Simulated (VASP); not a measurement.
The input files of a VASP run:

**POSCAR**
```
In
1
   -1.6297350000     1.6297350000     2.4929000000
    1.6297350000    -1.6297350000     2.4929000000
    1.6297350000     1.6297350000    -2.4929000000
In
1
Direct
  0.0000000000   0.0000000000   0.0000000000
```

### INCAR
```
ISMEAR = -1
EDIFFG = -0.01   ! ionic stop
ISIF = 2   ! forces and stress, cell fixed
ENCUT = 300   ! plane-wave cut-off (eV)
NELM = 100
LMAXMIX = 4   ! l cut-off of mixed one-centre charges
GGA = PE
LWAVE = .FALSE.
NSW = 50
SYSTEM = In
LCHARG = .FALSE.
LREAL = .FALSE.   ! projection in real space or not
IBRION = 2   ! conjugate gradients
SIGMA = 0.136
ALGO = Normal
PREC = Accurate
EDIFF = 1E-6
LASPH = .TRUE.   ! aspherical one-centre terms
```

KPOINTS:
```
Automatic mesh
0
Gamma
11 11 11
0 0 0
```

POTCAR, in this order: In_d (PBE.64 set). Program: vasp_std.

**Question.** Write an equivalent input for Quantum ESPRESSO's pw.x.

**Answer.** One equivalent input (not run):
```
&CONTROL
  calculation = 'relax'
  pseudo_dir = './pseudo'
  outdir = './out'
  tprnfor = .true.
  tstress = .true.
  nstep = 50
  forc_conv_thr = 0.00039
/
&SYSTEM
  ibrav = 0
  nat = 1
  ntyp = 1
  ecutwfc = 70
  occupations = 'smearing'
  smearing = 'fermi-dirac'
  degauss = 0.009996
  input_dft = 'pbe'
/
&ELECTRONS
  conv_thr = 7.3e-08
  electron_maxstep = 100
/
&IONS
/
ATOMIC_SPECIES
  In 114.818 In.upf
CELL_PARAMETERS angstrom
    -1.6297350    1.6297350    2.4929000
     1.6297350   -1.6297350    2.4929000
     1.6297350    1.6297350   -2.4929000
ATOMIC_POSITIONS crystal
  In   0.0000000  0.0000000  0.0000000
K_POINTS automatic
  11 11 11 0 0 0
```
What does not carry over: the potentials are each code's own (VASP's PAW set, PseudoDojo norm-conserving files in pw.x), so ENCUT and ecutwfc are chosen apart and not converted; conv_thr bounds pw.x's estimated SCF error, while EDIFF bounds the energy change between steps; forc_conv_thr acts on force components and is met together with etot_conv_thr.

The structure comes from a computed database's In entry; how it stands against other phases isn't given here. The cell was not relaxed at this level. The run is one of a series of settings (EDIFFG = -0.01, IBRION = 2, NSW = 50 against the base run), some of them coarse on purpose.
